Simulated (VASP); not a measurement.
Given:

```
SnS
1.0
    0.00000     2.87119     2.87119
    2.87119     0.00000     2.87119
    2.87119     2.87119     0.00000
Sn S
1 1
Cartesian
  2.87119   2.87119   2.87119
  0.00000   0.00000   0.00000
```

These are PBEsol GGA, VASP's PBE PAW potentials (set 64) (plane waves; VASP) values and carry that method's errors. Settings: 400 eV cut-off, Gaussian smearing of 0.050 eV, potentials Sn_d S.

Unless said otherwise, spin-orbit coupling is left out, though it shifts the bands of the heavy elements here.

Task: Give the energies of bands 7 to 13 at the high-symmetry points, in eV from the valence-band maximum.

Result: 
```
band      Γ      X      U      L      W
----  -----  -----  -----  -----  -----
7     -4.89  -6.27  -7.39  -8.63  -7.24
8     -2.83  -6.04  -5.83  -2.61  -5.44
9     -2.83  -4.29  -3.80  -2.61  -5.44
10    -2.83  -4.29  -2.80  -0.25  -1.20
11     4.77   2.65   2.93   0.62   1.58
12     4.77   5.45   3.62   1.23   4.27
13     4.77   5.45   4.87   1.23   4.27
```

The gap is direct, 0.02 eV, from the valence maximum at L-W at 0.14 to the conduction minimum at L-W at 0.14.

The structure comes from a computed database's SnS entry (Fm-3m); how it stands against other phases isn't given here. It was relaxed first.
